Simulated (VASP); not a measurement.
# A slab model of Nb(110), part 2 of 3

Aim: model Nb(110) by a slab and find how far its highest filled level lies below the vacuum.

VASP 6.6.1; LDA; plane waves and PAW (Nb_pv).

So far. Step 2 (Potential and states of the slab): The vacuum level lies 4.80 eV above the Fermi level at the upper face; both faces agree, as the slab has next to no dipole.

## 3. The slab in a field, field -0.05

A field across the slab, with the atoms held, gives the electronic response: the dipole changes linearly with the field, and the energy has a linear term from the slab's own dipole and a quadratic one from its polarisability.

File INCAR:

```
SYSTEM = Nb
PREC = Normal
ENCUT = 300
EDIFF = 1E-06
NELM = 120
ISMEAR = -1
SIGMA = 0.1
LREAL = .FALSE.
ALGO = Fast
GGA = CA
NBANDS = 47
LASPH = .TRUE.
LORBIT = 11
LWAVE = .FALSE.
LCHARG = .FALSE.
KPAR = 2
IDIPOL = 3
LDIPOL = .TRUE.
DIPOL = 0.5 0.5 0.5
EFIELD = -0.05
LVHAR = .TRUE.
```

File POSCAR:

```
Nb
1.0
    2.3334523779     -1.6500000000      0.0000000000
    2.3334523779      1.6500000000      0.0000000000
    0.0000000000      0.0000000000     32.0007142675
Nb
7
Direct
    0.0000000000      0.0000000000      0.2812437224
    0.5000000000      0.5000000000      0.3541624816
    0.0000000000      0.0000000000      0.4270812408
    0.5000000000      0.5000000000      0.5000000000
    0.0000000000      0.0000000000      0.5729187592
    0.5000000000      0.5000000000      0.6458375184
    0.0000000000      0.0000000000      0.7187562776
```

File KPOINTS:

```
Automatic mesh
0
Gamma
18 18 1
0 0 0
```

Potentials, in the order of the species: Nb_pv (LDA family, release 64).

On the command line:

```bash
> mpirun -np 2 vasp_std
```

What it wrote:

```text
[banner, memory and clock lines left out]
running    2 mpi-ranks, on    1 nodes
 distrk:  each k-point on    1 cores,    2 groups
 distr:  one band on    1 cores,    1 groups

 POSCAR found type information on POSCAR Nb
 POSCAR found :  1 types and       7 ions
 LDA part: xc-table for (Slater(with rela. corr.)+CA(PZ))
 , standard interpolation
 POSCAR, INCAR and KPOINTS ok, starting setup
 FFT: planning ... GRIDC
 FFT: planning ... GRID_SOFT
 FFT: planning ... GRID
 WAVECAR not read
 entering main loop
       N       E                     dE             d eps       ncg     rms          rms(c)
DAV:   1     0.639469417720E+03    0.63947E+03   -0.33062E+04 10706   0.107E+03
DAV:   2    -0.351847680293E+02   -0.67465E+03   -0.65744E+03  8998   0.490E+02
DAV:   3    -0.797226383564E+02   -0.44538E+02   -0.41374E+02 12495   0.932E+01
DAV:   4    -0.823259071691E+02   -0.26033E+01   -0.24535E+01 11780   0.199E+01
DAV:   5    -0.824558037379E+02   -0.12990E+00   -0.12665E+00 12391   0.354E+00    0.466E+01
RMM:   6    -0.153569427187E+03   -0.71114E+02   -0.11100E+02 12853   0.463E+01    0.279E+01
RMM:   7    -0.330217965001E+03   -0.17665E+03   -0.16635E+02 12060   0.721E+01    0.390E+01
RMM:   8    -0.177859617779E+03    0.15236E+03   -0.95514E+01 12418   0.550E+01    0.220E+01
RMM:   9    -0.149180969356E+03    0.28679E+02   -0.77324E+01 12262   0.408E+01    0.311E+01
RMM:  10    -0.958673909199E+02    0.53314E+02   -0.17291E+01 11941   0.184E+01    0.213E+01
RMM:  11    -0.107368450124E+03   -0.11501E+02   -0.37369E+01 13150   0.189E+01    0.165E+01
RMM:  12    -0.894642128156E+02    0.17904E+02   -0.11871E+01 12820   0.995E+00    0.132E+01
RMM:  13    -0.855673774027E+02    0.38968E+01   -0.49234E+00 12805   0.444E+00    0.127E+01
RMM:  14    -0.846555178203E+02    0.91186E+00   -0.28205E+00 12868   0.511E+00    0.129E+01
RMM:  15    -0.805503844367E+02    0.41051E+01   -0.25557E+00 13105   0.308E+00    0.109E+01
RMM:  16    -0.779265590370E+02    0.26238E+01   -0.86682E-01 12715   0.265E+00    0.875E+00
RMM:  17    -0.774506064977E+02    0.47595E+00   -0.43154E-01 12541   0.184E+00    0.778E+00
RMM:  18    -0.769805063004E+02    0.47010E+00   -0.37177E-01 12697   0.174E+00    0.643E+00
RMM:  19    -0.757624251387E+02    0.12181E+01   -0.10393E+00 13198   0.242E+00    0.297E+00
RMM:  20    -0.766393345676E+02   -0.87691E+00   -0.28316E-01 12828   0.199E+00    0.511E+00
RMM:  21    -0.758795935891E+02    0.75974E+00   -0.26125E-01 12938   0.145E+00    0.267E+00
RMM:  22    -0.757788835381E+02    0.10071E+00   -0.45829E-01 13086   0.120E+00    0.149E+00
RMM:  23    -0.757478371749E+02    0.31046E-01   -0.66907E-02 12680   0.734E-01    0.108E+00
RMM:  24    -0.757705059786E+02   -0.22669E-01   -0.35017E-02 12652   0.603E-01    0.110E+00
RMM:  25    -0.757377005366E+02    0.32805E-01   -0.53880E-02 12945   0.567E-01    0.410E-01
RMM:  26    -0.757374797461E+02    0.22079E-03   -0.20945E-02 12807   0.408E-01    0.289E-01
RMM:  27    -0.757377035865E+02   -0.22384E-03   -0.15825E-02 12977   0.224E-01    0.223E-01
RMM:  28    -0.757392700746E+02   -0.15665E-02   -0.91153E-03 12950   0.168E-01    0.221E-01
RMM:  29    -0.757390139026E+02    0.25617E-03   -0.26707E-03 12450   0.148E-01    0.174E-01
RMM:  30    -0.757386642802E+02    0.34962E-03   -0.18833E-03 12439   0.872E-02    0.109E-01
RMM:  31    -0.757384863153E+02    0.17796E-03   -0.10364E-03 12350   0.578E-02    0.746E-02
RMM:  32    -0.757386945414E+02   -0.20823E-03   -0.66502E-04 12639   0.481E-02    0.781E-02
RMM:  33    -0.757385495543E+02    0.14499E-03   -0.40042E-04 11307   0.277E-02    0.367E-02
RMM:  34    -0.757385604722E+02   -0.10918E-04   -0.25423E-04 10364   0.189E-02    0.222E-02
RMM:  35    -0.757385868127E+02   -0.26341E-04   -0.18045E-04  9973   0.158E-02    0.961E-03
RMM:  36    -0.757386154622E+02   -0.28649E-04   -0.11991E-04  9122   0.114E-02    0.117E-02
RMM:  37    -0.757386285104E+02   -0.13048E-04   -0.79433E-05  8147   0.947E-03    0.837E-03
RMM:  38    -0.757386362156E+02   -0.77052E-05   -0.52727E-05  7330   0.715E-03    0.576E-03
RMM:  39    -0.757386406661E+02   -0.44506E-05   -0.35981E-05  6407   0.496E-03    0.422E-03
RMM:  40    -0.757386440421E+02   -0.33760E-05   -0.24623E-05  6272   0.454E-03    0.281E-03
RMM:  41    -0.757386467181E+02   -0.26759E-05   -0.18161E-05  5922   0.392E-03    0.175E-03
RMM:  42    -0.757386491163E+02   -0.23983E-05   -0.12365E-05  5094   0.376E-03    0.383E-03
RMM:  43    -0.757386502107E+02   -0.10944E-05   -0.90387E-06  4676   0.291E-03    0.333E-03
RMM:  44    -0.757386510252E+02   -0.81448E-06   -0.67480E-06  5172   0.235E-03
   1 F= -.75738651E+02 E0= -.75576362E+02  d E =-.324577E+00
```

Wall time 6.7 min (2 MPI ranks of AMD EPYC 7R43, shared host); peak memory 0.68 GiB; 13 min of CPU time.

Parts of OUTCAR (step 3):

```text
The static configuration has the point symmetry D_2h.

 Found     91 irreducible k-points:

   k-points           NKPTS =     91   k-points in BZ     NKDIM =     91   number of bands    NBANDS=     47

   NELECT =      77.0000    total number of electrons

 dipolmoment           0.000000      0.000000     -0.038828 electrons x Angstroem

 E-fermi :   0.2668

 k-point     1 :       0.0000    0.0000    0.0000
  band No.  band energies     occupation
    ...
     33      -0.2298      1.98615
     34      -0.1895      1.97934
     35      -0.1337      1.96421
     36       0.1549      1.50745
     37       0.3015      0.82825
     38       0.3836      0.47425
     39       0.4620      0.24852
     40       0.5327      0.13078
     41       0.7205      0.02118
     42       0.7818      0.01153
    ...

 k-point     2 :       0.0556    0.0000    0.0000
  band No.  band energies     occupation
    ...
     34      -0.2224      1.98509
     35      -0.1487      1.96909
     36       0.1592      1.49123
     37       0.1882      1.37397
     38       0.3184      0.74731
     39       0.4389      0.30334
     40       0.5608      0.10039
     41       0.6449      0.04455
     42       0.7504      0.01574
     43       1.2471      0.00011
    ...

  Total      -10.0028868     -8.4976104     -6.3767396      0.0000000      0.0000000      0.0000000
  in kB      -65.0374319    -55.2503258    -41.4607077      0.0000000      0.0000000      0.0000000
  external PRESSURE =     -53.9161551 kB  Pullay stress =       0.0000000 kB

 POSITION                                       TOTAL-FORCE (eV/Angst)
 -----------------------------------------------------------------------------------
      0.00000      0.00000      9.00000        -0.000000      0.000000      0.679275
      2.33345      0.00000     11.33345        -0.000000      0.000000     -0.401213
      0.00000      0.00000     13.66690         0.000000      0.000000      0.026424
      2.33345      0.00000     16.00036        -0.000000      0.000000      0.000242
      0.00000      0.00000     18.33381        -0.000000      0.000000     -0.027287
      2.33345      0.00000     20.66726        -0.000000      0.000000      0.403897
      0.00000      0.00000     23.00071        -0.000000      0.000000     -0.681339
 -----------------------------------------------------------------------------------
    total drift:                                0.000000      0.000000      0.001232

  FREE ENERGIE OF THE ION-ELECTRON SYSTEM (eV)
  ---------------------------------------------------
  free  energy   TOTEN  =       -75.7386510252 eV

  energy  without entropy=      -75.4140739505  energy(sigma->0) =      -75.57636249

 vacuum level on the upper side and lower side of the slab         5.389         4.748

 total charge
# of ion       s       p       d       tot
------------------------------------------
    1        0.417   6.191   3.108   9.717
    2        0.433   6.316   3.137   9.887
    3        0.435   6.310   3.156   9.901
    4        0.435   6.302   3.171   9.908
    5        0.435   6.310   3.156   9.901
    6        0.433   6.316   3.137   9.887
    7        0.417   6.191   3.109   9.717
--------------------------------------------------
tot          3.006  43.938  21.973  68.917

[... 7 parts as in an earlier step ...]

[... 5 further parts left out ...]
```

Numbers from this step:

- electronic cycles: 44
- free energy (TOTEN): -75.7387 eV
- energy at zero smearing: -75.5764 eV
- Fermi energy: 0.2668 eV
- dipole moment: 0, 0, -0.03883 e·Å

The planar average of the electrostatic potential oscillates, so the rows of the table below give means over windows of 2.29 Å about each position, cut where the curve ends. Its maxima inside the range that stand out by 2 % of the span (Å: eV): 10.2: -0.863, 12.5: -0.954, 14.9: -0.933, 17.1: -0.933, 19.5: -0.954, 21.8: -0.862. Its minima: 9.0: -8.46, 11.3: -8.35, 13.7: -8.28, 16.0: -8.30, 18.3: -8.28, 20.7: -8.35, 23.0: -8.46.

Zero at the Fermi level. The planar average of the electrostatic potential by height; means over each step:

| height (Å) | planar average of the electrostatic potential (eV) |
| --- | --- |
| 1.15 | 4.54 |
| 3.44 | 4.63 |
| 5.72 | 4.64 |
| 8.02 | -1.84 |
| 10.30 | -4.82 |
| 12.59 | -4.81 |
| 14.88 | -4.80 |
| 17.18 | -4.80 |
| 19.46 | -4.81 |
| 21.75 | -4.82 |
| 24.04 | -1.52 |
| 26.34 | 4.78 |
| 28.62 | 4.98 |
| 30.91 | 5.07 |

Force by atom:

| atom | x (eV/Å) | y (eV/Å) | z (eV/Å) | size |
| --- | --- | --- | --- | --- |
| Nb1 | 0.000 | 0.000 | 0.679 | 0.679 |
| Nb2 | 0.000 | 0.000 | -0.401 | 0.401 |
| Nb3 | 0.000 | 0.000 | 0.026 | 0.026 |
| Nb4 | 0.000 | 0.000 | 0.000 | 0.000 |
| Nb5 | 0.000 | 0.000 | -0.027 | 0.027 |
| Nb6 | 0.000 | 0.000 | 0.404 | 0.404 |
| Nb7 | 0.000 | 0.000 | -0.681 | 0.681 |

VASP counts the dipole in electrons times Å, so a positive number points the physical dipole along −c. A positive EFIELD is likewise a physical field along −c.

Energy at zero smearing: -75.57636 eV.

## 4. The slab in a field, field 0.05

INCAR: that of step 3 with these lines changed.

```diff
@@ -19,3 +19,3 @@
 DIPOL = 0.5 0.5 0.5
-EFIELD = -0.05
+EFIELD = 0.05
 LVHAR = .TRUE.
```

POSCAR is that of step 3.

KPOINTS is that of step 3.

On the command line:

```bash
> mpirun -np 2 vasp_std
```

What it wrote:

```text
[... set-up lines as in an earlier step ...]
 entering main loop
       N       E                     dE             d eps       ncg     rms          rms(c)
DAV:   1     0.639272984357E+03    0.63927E+03   -0.33066E+04 10746   0.107E+03
DAV:   2    -0.347622158746E+02   -0.67404E+03   -0.65704E+03  8969   0.490E+02
DAV:   3    -0.797093903825E+02   -0.44947E+02   -0.41759E+02 12471   0.933E+01
DAV:   4    -0.823255258248E+02   -0.26161E+01   -0.24798E+01 11732   0.201E+01
DAV:   5    -0.824555092572E+02   -0.12998E+00   -0.12726E+00 12265   0.353E+00    0.466E+01
RMM:   6    -0.152508578499E+03   -0.70053E+02   -0.10926E+02 12863   0.464E+01    0.279E+01
RMM:   7    -0.330231708117E+03   -0.17772E+03   -0.16585E+02 12049   0.722E+01    0.389E+01
RMM:   8    -0.179643638970E+03    0.15059E+03   -0.95845E+01 12430   0.553E+01    0.221E+01
RMM:   9    -0.147928432982E+03    0.31715E+02   -0.73725E+01 12229   0.401E+01    0.314E+01
RMM:  10    -0.958825850827E+02    0.52046E+02   -0.17614E+01 11985   0.182E+01    0.215E+01
RMM:  11    -0.107147043135E+03   -0.11264E+02   -0.37630E+01 13157   0.190E+01    0.164E+01
RMM:  12    -0.900060350554E+02    0.17141E+02   -0.12458E+01 12851   0.100E+01    0.133E+01
RMM:  13    -0.852996841087E+02    0.47064E+01   -0.49654E+00 12758   0.473E+00    0.127E+01
RMM:  14    -0.839823573488E+02    0.13173E+01   -0.25291E+00 12876   0.500E+00    0.126E+01
RMM:  15    -0.800390792333E+02    0.39433E+01   -0.23456E+00 13069   0.290E+00    0.105E+01
RMM:  16    -0.780957326933E+02    0.19433E+01   -0.77170E-01 12633   0.241E+00    0.876E+00
RMM:  17    -0.777060912907E+02    0.38964E+00   -0.41711E-01 12555   0.176E+00    0.796E+00
RMM:  18    -0.767640838650E+02    0.94201E+00   -0.48163E-01 12940   0.191E+00    0.607E+00
RMM:  19    -0.758012061464E+02    0.96288E+00   -0.96105E-01 13142   0.213E+00    0.309E+00
RMM:  20    -0.767796234443E+02   -0.97842E+00   -0.28939E-01 12886   0.195E+00    0.531E+00
RMM:  21    -0.758305658889E+02    0.94906E+00   -0.28315E-01 13037   0.156E+00    0.246E+00
RMM:  22    -0.757580462060E+02    0.72520E-01   -0.31387E-01 12979   0.975E-01    0.149E+00
RMM:  23    -0.758515426316E+02   -0.93496E-01   -0.47587E-02 12529   0.777E-01    0.185E+00
RMM:  24    -0.757350657611E+02    0.11648E+00   -0.10903E-01 13058   0.775E-01    0.545E-01
RMM:  25    -0.757347764869E+02    0.28927E-03   -0.69456E-02 13002   0.520E-01    0.252E-01
RMM:  26    -0.757371001833E+02   -0.23237E-02   -0.20940E-02 13055   0.270E-01    0.280E-01
RMM:  27    -0.757376548065E+02   -0.55462E-03   -0.11565E-02 13127   0.180E-01    0.236E-01
RMM:  28    -0.757382348226E+02   -0.58002E-03   -0.41780E-03 12419   0.184E-01    0.154E-01
RMM:  29    -0.757383594992E+02   -0.12468E-03   -0.43676E-03 12344   0.122E-01    0.108E-01
RMM:  30    -0.757383538340E+02    0.56653E-05   -0.15736E-03 12621   0.830E-02    0.825E-02
RMM:  31    -0.757384894129E+02   -0.13558E-03   -0.16527E-03 12732   0.629E-02    0.673E-02
RMM:  32    -0.757384709930E+02    0.18420E-04   -0.67163E-04 12747   0.430E-02    0.411E-02
RMM:  33    -0.757385212817E+02   -0.50289E-04   -0.48037E-04 12135   0.342E-02    0.239E-02
RMM:  34    -0.757385546860E+02   -0.33404E-04   -0.24688E-04 10402   0.181E-02    0.221E-02
RMM:  35    -0.757386146781E+02   -0.59992E-04   -0.24437E-04 10554   0.196E-02    0.257E-02
RMM:  36    -0.757386043697E+02    0.10308E-04   -0.10497E-04  9193   0.136E-02    0.927E-03
RMM:  37    -0.757386237301E+02   -0.19360E-04   -0.95552E-05  9056   0.999E-03    0.770E-03
RMM:  38    -0.757386328381E+02   -0.91080E-05   -0.50207E-05  7378   0.631E-03    0.748E-03
RMM:  39    -0.757386381072E+02   -0.52692E-05   -0.43865E-05  5808   0.471E-03    0.461E-03
RMM:  40    -0.757386425706E+02   -0.44634E-05   -0.24781E-05  6678   0.480E-03    0.338E-03
RMM:  41    -0.757386460823E+02   -0.35117E-05   -0.21974E-05  5821   0.389E-03    0.241E-03
RMM:  42    -0.757386478645E+02   -0.17822E-05   -0.12995E-05  5370   0.369E-03    0.133E-03
RMM:  43    -0.757386493954E+02   -0.15308E-05   -0.11348E-05  4672   0.284E-03    0.160E-03
RMM:  44    -0.757386501036E+02   -0.70823E-06   -0.68608E-06  4245   0.269E-03
   1 F= -.75738650E+02 E0= -.75576362E+02  d E =-.324577E+00
```

Wall time 6.7 min (2 MPI ranks); peak memory 0.68 GiB.

Parts of OUTCAR (step 4):

```text
The static configuration has the point symmetry D_2h.

 Found     91 irreducible k-points:

   NELECT =      77.0000    total number of electrons

 dipolmoment           0.000000      0.000000      0.038798 electrons x Angstroem

 E-fermi :   0.2668

 k-point     1 :       0.0000    0.0000    0.0000
  band No.  band energies     occupation
    ...
     33      -0.2298      1.98615
     34      -0.1895      1.97935
     35      -0.1337      1.96419
     36       0.1549      1.50744
     37       0.3015      0.82823
     38       0.3836      0.47422
     39       0.4621      0.24853
     40       0.5328      0.13079
     41       0.7205      0.02118
     42       0.7818      0.01153
    ...

 k-point     2 :       0.0556    0.0000    0.0000
  band No.  band energies     occupation
    ...
     34      -0.2223      1.98509
     35      -0.1486      1.96908
     36       0.1593      1.49121
     37       0.1882      1.37396
     38       0.3184      0.74728
     39       0.4389      0.30336
     40       0.5608      0.10039
     41       0.6449      0.04456
     42       0.7504      0.01574
     43       1.2471      0.00011
    ...

  Total      -10.0032932     -8.4977983     -6.3767971      0.0000000      0.0000000      0.0000000
  in kB      -65.0400742    -55.2515476    -41.4610817      0.0000000      0.0000000      0.0000000
  external PRESSURE =     -53.9175678 kB  Pullay stress =       0.0000000 kB

 POSITION                                       TOTAL-FORCE (eV/Angst)
 -----------------------------------------------------------------------------------
      0.00000      0.00000      9.00000        -0.000000      0.000000      0.681120
      2.33345      0.00000     11.33345        -0.000000      0.000000     -0.403606
      0.00000      0.00000     13.66690         0.000000      0.000000      0.027283
      2.33345      0.00000     16.00036         0.000000      0.000000     -0.000196
      0.00000      0.00000     18.33381         0.000000      0.000000     -0.026534
      2.33345      0.00000     20.66726        -0.000000      0.000000      0.401300
      0.00000      0.00000     23.00071         0.000000      0.000000     -0.679368
 -----------------------------------------------------------------------------------
    total drift:                               -0.000000      0.000000      0.000144

  FREE ENERGIE OF THE ION-ELECTRON SYSTEM (eV)
  ---------------------------------------------------
  free  energy   TOTEN  =       -75.7386501036 eV

  energy  without entropy=      -75.4140732823  energy(sigma->0) =      -75.57636169

 vacuum level on the upper side and lower side of the slab         4.748         5.389

 total charge
# of ion       s       p       d       tot
------------------------------------------
    1        0.417   6.191   3.109   9.717
    2        0.433   6.316   3.137   9.887
    3        0.435   6.310   3.156   9.901
    4        0.435   6.302   3.171   9.908
    5        0.435   6.310   3.156   9.901
    6        0.433   6.316   3.137   9.887
    7        0.417   6.191   3.108   9.717
--------------------------------------------------
tot          3.006  43.938  21.973  68.917

[... 8 parts as in an earlier step ...]

[... 5 further parts left out ...]
```

Numbers from this step:

```yaml
dipole_moment: 0, 0, 0.03880 e·Å
```

(Part 2 of 3 ends here.)

[Lines on the potential files, build, host, timing and source positions are cut from VASP's logs without a mark.]

[Logs are printed without paths, hosts, clocks, repeated set-up lines and the standing remarks that a program may print on its own settings, such as how far it seeks lower states.]

[Hosts, paths, dates, database ids (printed as entryN), source tags and the programs' standing remarks are cut or masked in the printed files.]

[In band tables of VASP the shares of atoms and orbitals are scaled to a sum of 1 inside the atoms' spheres.]

[Runs that stopped without an error message from VASP are left out.]
